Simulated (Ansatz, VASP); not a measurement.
# Cross-check of H23C11 (amorphous polyisobutylene at 640 K) between VASP and Ansatz

Wanted: the spread between two codes on one cell, functional and k mesh. The cell is taken from a series of runs on this material, whose earlier steps may have relaxed, scaled, displaced or heated it; both programs get it as it stands.

Method: plane waves, with VASP 6.6.1 beside it; single point at PBE with D3(BJ), in Ansatz 0.2.0.

### 1. Set-up

The cell holds 136 atoms: 44 C and 92 H. Its edges and angles: a = 11.429 Å, b = 11.429 Å, c = 11.429 Å, α = 90.0°, β = 90.0°, γ = 90.0°. As first built, before any earlier steps moved the atoms (in the runner's words): 2 polyisobutylene chains of 5 units placed at random, at 0.691 g/cm^3; overlaps pushed apart, then 20 ps at 800 K with MMFF94 bonds, angles, torsions, charges and radii (Halgren, J. Comput. Chem. 17, 490 (1996)) in harmonic and 12-6 forms; charges of ions scaled by 0.8. Snapshot after 30 ps at 640 K and fixed volume.

### 2. Ansatz: single point, PBE with D3(BJ)

Ansatz runs on its default PAW (the set named soft_2) files.

With cell and atoms fixed, the geometry can't cause a difference; cores, projectors, grids and the points listed under the comparison can.

Contents of input.yaml:

```yaml
crystal:
  lattice:
    - [11.42893, 0.0, 0.0]
    - [0.0, 11.42893, 0.0]
    - [0.0, 0.0, 11.42893]
  atoms:
    - { symbol: C, position: [0.05314, 0.58032, 0.91206] }
    - { symbol: C, position: [0.00024, 0.54281, 0.79482] }
    - { symbol: C, position: [0.91966, 0.43475, 0.79812] }
    - { symbol: C, position: [0.81329, 0.46048, 0.87824] }
    - { symbol: C, position: [0.98356, 0.32772, 0.84845] }
    - { symbol: C, position: [0.86187, 0.40656, 0.6771] }
    - { symbol: C, position: [0.93301, 0.39464, 0.55858] }
    - { symbol: C, position: [0.95741, 0.5172, 0.50961] }
    - { symbol: C, position: [0.04777, 0.32816, 0.57382] }
    - { symbol: C, position: [0.84189, 0.32821, 0.48054] }
    - { symbol: C, position: [0.86887, 0.28054, 0.35215] }
    - { symbol: C, position: [0.74499, 0.26201, 0.30155] }
    - { symbol: C, position: [0.93205, 0.36992, 0.27557] }
    - { symbol: C, position: [0.93378, 0.16276, 0.368] }
    - { symbol: C, position: [0.9944, 0.09083, 0.26665] }
    - { symbol: C, position: [0.10293, 0.15558, 0.22054] }
    - { symbol: C, position: [0.03681, 0.97897, 0.32875] }
    - { symbol: C, position: [0.90372, 0.06586, 0.1694] }
    - { symbol: C, position: [0.91896, 0.96842, 0.07415] }
    - { symbol: C, position: [0.82312, 0.99329, 0.98256] }
    - { symbol: C, position: [0.89617, 0.84526, 0.12324] }
    - { symbol: C, position: [0.03804, 0.97155, 0.01251] }
    - { symbol: H, position: [0.9857, 0.60272, 0.97672] }
    - { symbol: H, position: [0.10828, 0.65819, 0.90041] }
    - { symbol: H, position: [0.10849, 0.51155, 0.9499] }
    - { symbol: H, position: [0.07308, 0.52544, 0.73417] }
    - { symbol: H, position: [0.95072, 0.61664, 0.75755] }
    - { symbol: H, position: [0.76666, 0.53966, 0.84986] }
    - { symbol: H, position: [0.84218, 0.47326, 0.96904] }
    - { symbol: H, position: [0.75118, 0.38711, 0.87732] }
[... 100 atom lines left out ...]
    - { symbol: H, position: [0.45813, 0.70398, 0.07149] }
    - { symbol: H, position: [0.36743, 0.60382, 0.99615] }
    - { symbol: H, position: [0.30378, 0.7109, 0.08896] }
    - { symbol: H, position: [0.27184, 0.42177, 0.24652] }
    - { symbol: H, position: [0.26382, 0.44474, 0.09277] }
    - { symbol: H, position: [0.19286, 0.54376, 0.18972] }
kpoints:
  mp_grid: { grid: [1, 1, 1] }
hamiltonian:
  xc: pbe
  dispersion: d3bj
scf:
  occupations: { method: fixed }
output:
  forces: true
  stress: true
  populations: true
  dos:
    method: { smearing: { sigma: 0.15 } }
    de: 0.1
    projected: { site_lists: { C: [C], H: [H] } }
  eigenvalues: true
```

Launch:

```sh
> ansatz run input.yaml --threads 4 --pin off --max-ram 8192MiB --backend cpu --events-out ev --progress --plain --runs-dir out
```

Numbers of over 12 decimals in the logs are rounded to 6 here.

Log:

```text
Engine: ansatz 0.2.0, x86_64-unknown-linux-gnu
Pseudopotentials: kind: paw
Pseudopotential: C, paw, valence charge 4, recommended cutoff 420 eV (normal), C.paw.azcp
Pseudopotential: H, paw, valence charge 1, recommended cutoff 420 eV (normal), H.paw.azcp
Functional definition: PBE
  parameter kappa = 0.804
  parameter beta = 0.066725
  exchange = pbe_x(kappa = kappa, mu = beta*pi^2/3)
  correlation = pbe_c(beta = beta)
Crystal: 136 atoms, lattice volume = 1492.852 Å³
Basis set: ecut = 420 eV, 29039 PW (Γ), exchange–correlation on 160×160×160 points (8 copies of the dense FFT grid, shifted against one another)
Bands: 270, of which v1, the nominal top of the filled ones, is band 134 counted from 1 (133 counted from 0)
Symmetry: 1 space group operations
Space group: P1 (ITA 1), of the structure as read, at distance tolerance 1.1e-4 Å
k-points: 1
Non-local potential: C, projectors of the file, l = 0: 2, l = 1: 2, l = 2: 1
Non-local potential: H, projectors of the file, l = 0: 2, l = 1: 1
PAW form: soft (Blöchl's): semilocal exchange-correlation on the pseudo side does not see the compensation charge
PAW one-centre angular grid: C, 110 points (default); XC on 64 Gauss nodes
PAW one-centre angular grid: H, 110 points (default); XC on 64 Gauss nodes
Initial density: superposition of atomic densities (neutral atoms: chi_scale 0, normalization atom), corrected by the library's trained network
Initial wavefunctions: pseudopotential atomic-orbital guess
Functional: x = pbe(κ = 0.804, μ = 0.219515), c = pbe(β = 0.066725)
SCF iter   1: F=—  HF=-12529.216034 eV  |F-HF|=—  |Δ(HF+E_count)|=         —  Δρ=3.83e-3  dr2=3.04e-1  ethr=1.77e-3  ⟨swp⟩=4.0  Hψ=932  notcnv=0  defer=129
preconditioner: auto → Resta (q_TF=auto, 2.049 Å⁻¹)  ε∞=2.1  [insulator: Δε(μ)=4.710 eV  Ē_g=15.122 eV  n_scr=202 (ndim 8)  ℏωp=15.7 eV  f_vac=0.334  ε∞_Penn≈2.1]
SCF iter   2: F=—  HF=-12529.212697 eV  |F-HF|=—  |Δ(HF+E_count)|=   3.34e-3  Δρ=1.67e-3  dr2=6.61e-2  ethr=1.13e-4  ⟨swp⟩=3.0  Hψ=448  notcnv=0  defer=133
SCF iter   3: F=—  HF=-12529.236264 eV  |F-HF|=—  |Δ(HF+E_count)|=   2.36e-2  Δρ=6.67e-4  dr2=1.16e-2  ethr=2.47e-5  ⟨swp⟩=4.0  Hψ=281  notcnv=0  defer=134
SCF iter   4: F=—  HF=-12529.240098 eV  |F-HF|=—  |Δ(HF+E_count)|=   3.83e-3  Δρ=1.87e-4  dr2=8.51e-4  ethr=4.34e-6  ⟨swp⟩=3.0  Hψ=251  notcnv=0  defer=134
SCF iter   5: F=—  HF=-12529.240154 eV  |F-HF|=—  |Δ(HF+E_count)|=   5.55e-5  Δρ=6.50e-5  dr2=1.12e-4  ethr=3.18e-7  ⟨swp⟩=3.0  Hψ=280  notcnv=0  defer=134
SCF iter   6: F=—  HF=-12529.240056 eV  |F-HF|=—  |Δ(HF+E_count)|=   9.81e-5  Δρ=1.93e-5  dr2=7.03e-6  ethr=4.19e-8  ⟨swp⟩=2.0  Hψ=267  notcnv=0  defer=134
SCF iter   7: F=—  HF=-12529.240184 eV  |F-HF|=—  |Δ(HF+E_count)|=   1.28e-4  Δρ=6.45e-6  dr2=8.71e-7  ethr=2.62e-9  ⟨swp⟩=2.0  Hψ=406  notcnv=0  defer=133
SCF iter   8: F=—  HF=-12529.240184 eV  |F-HF|=—  |Δ(HF+E_count)|=   2.83e-7  Δρ=2.30e-6  dr2=1.16e-7  ethr=3.25e-10  ⟨swp⟩=2.0  Hψ=278  notcnv=0  defer=134
SCF iter   9: F=-12529.240184 eV  HF=-12529.240184 eV  |F-HF|=1.48e-9  |Δ(HF+E_count)|=   2.08e-8  Δρ=5.83e-7  dr2=7.18e-9  ethr=3.73e-11  ⟨swp⟩=20.0  Hψ=2072  notcnv=0
SCF 1 converged in 9 iterations: F = -12529.240184 eV  dr2 = 7.18e-9
  greatest PAW one-centre occupation: 0.659 electrons in one spin orbital (limit 2), on the C atom at site 11 (counted from 0), in its partial waves of l = 0
SCF converged after 9 iterations
Free energy (F): -12529.240184 eV
Harris-Foulkes:  -12529.240184 eV  (|F-HF|=1.48e-9)
Internal energy: -12529.240184 eV  (E = F + TS)
E sigma→0 (E₀):  -12529.240184 eV
Fermi energy:    -2.257429 eV
--- Per-component energies (eV) ---
  E_band       = -2070.533292
  E_kinetic    = 5299.791222
  E_local      = -20833.794975  (includes V_loc(G=0)·N_el)
  E_nonlocal   = 1340.241092
  E_hartree    = 8096.849658
  E_xc         = -2959.273144
  E_vxc        = -3707.118768  (∫ρ·V_xc dr)
  E_paw        = -4422.457424  (= ΣΔE_a)
  E_vpaw       = -363.222941  (= ΣTr[D̂ρ^β])
  E_aug_tail   = -0.127911  (compensation charges beyond the density's cutoff)
  E_ewald      = 955.490638
  E_disp       = -5.959339  (pairwise vdW)
  E_smearing   = -0.000000  (= −TS)
  E_closure    = 0.000000  (closes the sum)
  Σ components = -12529.240184   (vs F -12529.240184, Δ=0.00e0)
--- Forces (eV/Å), atoms counted from 1 ---
  atom   1  C     -0.04921704     0.00642481    -0.01417428
  atom   2  C      0.14914608    -0.00028416     0.00174929
  atom   3  C     -0.62883949     0.02064833    -0.11547945
  atom   4  C      0.30278094    -0.01514607     0.15842985
  atom   5  C      0.07725107     0.00689284     0.06217262
  atom   6  C      0.71233174     0.15046849    -0.10049028
  atom   7  C     -0.86510345    -0.22638921     0.44928872
  atom   8  C      0.13522197     0.09185993    -0.03330079
  atom   9  C      0.20646296     0.06308561    -0.08408154
  atom  10  C      0.58245200    -0.00983807    -0.73319511
[...]
atom  85  C      0.15225777    -0.03899277    -0.06246444
  atom  86  C      0.60923209    -0.06058460    -0.42278862
  atom  87  C     -0.40836190    -0.01310493     0.47347457
  atom  88  C      0.04152075    -0.04026286    -0.11969726
  atom  89  C      0.02580180    -0.02836301    -0.05340201
  atom  90  C      0.17481993     0.00167788    -0.25022137
  atom  91  H     -0.01331674    -0.00886999    -0.00725538
  atom  92  H      0.00051774    -0.00420003    -0.00002997
  atom  93  H     -0.00433291     0.00226096     0.00927710
  atom  94  H      0.03530226     0.02768761    -0.02097059
  atom  95  H     -0.00076480     0.00742297    -0.00864200
  atom  96  H      0.01616212    -0.00143713    -0.02392916
  atom  97  H     -0.02373595     0.01125410    -0.01380235
  atom  98  H     -0.00712262    -0.00702671    -0.00517977
[...]
atom 129  H     -0.02010705    -0.02252228     0.03391187
  atom 130  H     -0.00639175    -0.00975561     0.01346762
  atom 131  H     -0.02388758     0.00384643     0.00433751
  atom 132  H     -0.01714962     0.00949416    -0.01683230
  atom 133  H      0.00326289     0.00212719    -0.00267480
  atom 134  H     -0.00190308     0.00460974     0.00449529
  atom 135  H     -0.07774152    -0.04503979     0.00642791
  atom 136  H     -0.00202417    -0.00426426     0.00699413
  max |Σ_I F_I| component: 6.06e-5 eV/Å
--- Stress (GPa, compression-positive) ---
       -0.592139      -0.080003       0.121553
       -0.080003      -0.104352       0.130414
        0.121553       0.130413      -0.093021
  P = ⅓ Tr σ = -0.2632 GPa (-2.632 kbar)
--- Band table (eV) ---
  k-point 0: bands = [... 130 lower, -3.0506, -2.9529, -2.3656, -2.2574, 2.3858, 3.2448, 3.2917, 3.4213, ... 132 higher]
--- Löwdin populations: 136 sites ---
  site symbol       q [e]
     0      C      4.4537
     1      C      4.2675
     2      C      3.9120
     3      C      4.4625
     4      C      4.4601
     5      C      4.2819
     6      C      3.9169
     7      C      4.4616
     8      C      4.4585
     9      C      4.2826
    10      C      3.9175
    11      C      4.4573
    12      C      4.4568
    13      C      4.2824
    14      C      3.9145
    15      C      4.4623
    16      C      4.4608
    17      C      4.2818
    18      C      3.9010
    19      C      4.4563
    20      C      4.4612
    21      C      4.4597
    22      H      0.8237
    23      H      0.8110
[...]
128      H      0.8254
   129      H      0.8242
   130      H      0.8215
   131      H      0.8216
   132      H      0.8210
   133      H      0.8218
   134      H      0.8280
   135      H      0.8193
  spilling = 0.011306 (of n_electrons = 268.000000)
```

Reading the cycles: dr2 is the Hartree energy of the density residual (eV), the measure of convergence; HF is the Harris–Foulkes estimate of the energy, which meets the free energy F at convergence.

### 3. VASP: single point, PBE with D3(BJ)

The same cell, functional and mesh now go to VASP, with its own data sets.

Lines of VASP's logs that name or quote its potential files are left out, and so is its time.

Contents of INCAR:

```
SYSTEM = H23C11
PREC = Accurate
ENCUT = 600
EDIFF = 1E-06
NELM = 120
ISMEAR = 0
SIGMA = 0.01
LREAL = Auto
ALGO = Normal
GGA = PE
IVDW = 12
NBANDS = 229
LORBIT = 11
LWAVE = .FALSE.
LCHARG = .FALSE.
ISIF = 2
LASPH = .TRUE.
GGA_COMPAT = .FALSE.
EFERMI = MIDGAP
```

Contents of POSCAR:

```
H23C11
1.0
   11.4289300000      0.0000000000      0.0000000000
    0.0000000000     11.4289300000      0.0000000000
    0.0000000000      0.0000000000     11.4289300000
C H
44 92
Direct
    0.0531400000      0.5803200000      0.9120600000
    0.0002400000      0.5428100000      0.7948200000
    0.9196600000      0.4347500000      0.7981200000
    0.8132900000      0.4604800000      0.8782400000
    0.9835600000      0.3277200000      0.8484500000
    0.8618700000      0.4065600000      0.6771000000
    0.9330100000      0.3946400000      0.5585800000
    0.9574100000      0.5172000000      0.5096100000
    0.0477700000      0.3281600000      0.5738200000
    0.8418900000      0.3282100000      0.4805400000
    0.8688700000      0.2805400000      0.3521500000
    0.7449900000      0.2620100000      0.3015500000
    0.9320500000      0.3699200000      0.2755700000
    0.9337800000      0.1627600000      0.3680000000
    0.9944000000      0.0908300000      0.2666500000
    0.1029300000      0.1555800000      0.2205400000
    0.0368100000      0.9789700000      0.3287500000
    0.9037200000      0.0658600000      0.1694000000
    0.9189600000      0.9684200000      0.0741500000
    0.8231200000      0.9932900000      0.9825600000
    0.8961700000      0.8452600000      0.1232400000
    0.0380400000      0.9715500000      0.0125100000
    0.4892300000      0.3162200000      0.6562600000
    0.5196800000      0.2672400000      0.7767700000
    0.4429900000      0.1654200000      0.8245900000
    0.3162600000      0.2081300000      0.8380100000
    0.4921900000      0.1342000000      0.9453400000
    0.4527900000      0.0630100000      0.7330100000
    0.4200200000      0.9353800000      0.7611300000
    0.5118700000      0.8733700000      0.8368500000
[... 100 atom lines left out ...]
    0.4581300000      0.7039800000      0.0714900000
    0.3674300000      0.6038200000      0.9961500000
    0.3037800000      0.7109000000      0.0889600000
    0.2718400000      0.4217700000      0.2465200000
    0.2638200000      0.4447400000      0.0927700000
    0.1928600000      0.5437600000      0.1897200000
```

Contents of KPOINTS:

```
Automatic mesh
0
Gamma
1 1 1
0 0 0
```

PAW data sets: C and H (PBE family, release 64).

Launch:

```sh
> export OMP_NUM_THREADS=3
> mpirun -np 1 vasp_gam
```

Log:

```text
[banner, memory and clock lines left out]
running    1 mpi-ranks, on    1 nodes
[...]
Offloading initialized ...    1 GPUs detected
[...]
LDA part: xc-table for (Slater+PW92), standard interpolation
 POSCAR, INCAR and KPOINTS ok, starting setup
[...]
entering main loop
       N       E                     dE             d eps       ncg     rms          rms(c)
DAV:   1     0.172055841842E+04    0.17206E+04   -0.13563E+05   466   0.115E+03
DAV:   2    -0.568884579907E+03   -0.22894E+04   -0.21566E+04   591   0.245E+02
DAV:   3    -0.808876024500E+03   -0.23999E+03   -0.23813E+03   596   0.798E+01
DAV:   4    -0.815862264414E+03   -0.69862E+01   -0.69665E+01   620   0.158E+01
[...]
DAV:  18    -0.739167351564E+03    0.51498E-05   -0.10564E-05   532   0.815E-03    0.534E-03
DAV:  19    -0.739167348797E+03    0.27674E-05   -0.23606E-06   444   0.484E-03    0.209E-03
DAV:  20    -0.739167348242E+03    0.55434E-06   -0.20358E-06   404   0.384E-03
   1 F= -.74512594E+03 E0= -.74512594E+03  d E =0.000000E+00
```

Parts of OUTCAR (step 3):

```text
  FREE ENERGIE OF THE ION-ELECTRON SYSTEM (eV)
  ---------------------------------------------------
  free  energy   TOTEN  =      -745.1259389241 eV

  energy  without entropy=     -745.1259389241  energy(sigma->0) =     -745.12593892
```

The run ends at a pressure of -0.30 GPa, with forces up to 1.2 eV/Å.

### 4. Comparison

Known differences besides the potentials themselves: fixed occupations in Ansatz, narrow Gaussian smearing in VASP; the cutoff is 420 eV in Ansatz and 600 eV in VASP (PREC = Accurate, projectors in real space). Total energies have different zeros and are not compared.

Both answers:

```tsv
quantity	Ansatz	VASP	difference
pressure (GPa)	-0.26	-0.30	+0.04
gap on the k mesh (eV)	4.643	4.641	+0.002
```

Forces on 10 of the 136 atoms, those with the largest forces and the largest differences (eV/Å; atoms numbered as in POSCAR):

```tsv
atom	Ansatz x, y, z	VASP x, y, z
C7	-0.865, -0.226, 0.449	-0.869, -0.229, 0.453
C11	-0.548, 0.255, 0.854	-0.544, 0.254, 0.860
C29	-0.634, -0.520, -0.630	-0.634, -0.519, -0.637
C32	0.704, 0.573, 0.470	0.711, 0.579, 0.473
C33	-0.988, -0.734, 0.070	-0.992, -0.739, 0.071
C36	0.979, 0.241, -0.236	0.990, 0.244, -0.237
C37	-1.061, 0.107, 0.311	-1.066, 0.109, 0.313
H72	-0.101, 0.032, 0.036	-0.084, 0.035, 0.051
H73	-0.004, -0.020, -0.012	-0.018, -0.034, -0.002
H103	-0.030, -0.020, -0.055	-0.009, -0.020, -0.062
```

The forces differ by 9.8 meV/Å r.m.s., which is 5.3 % of the r.m.s. force of 0.183 eV/Å (both taken over all components). A gap on the mesh is an upper bound, since the band edges may lie between its points.

### 5. Results

- r.m.s. force difference (single point, PBE with D3(BJ)): 9.8 meV/Å

**Reading.** The r.m.s. force difference is 9.8 meV/Å (single point, PBE with D3(BJ)), within the 12 meV/Å picked in this series as the mark of a large difference. How closely two codes agree says nothing of how well the functional describes the real material.

[Lines on the potential files, build, host, timing and source positions are cut from VASP's logs without a mark.]

[Logs are printed without paths, hosts, clocks, repeated set-up lines and the standing remarks that a program may print on its own settings, such as how far it seeks lower states.]

[Hosts, paths, dates, database ids (printed as entryN), source tags and the programs' standing remarks are cut or masked in the printed files.]

[The MMFF94 radii named for the starting cell were scaled by 0.96; in molecules described by MMFF94, hydrogen bound to N, O or S took a small fixed 12-6 site in their place.]
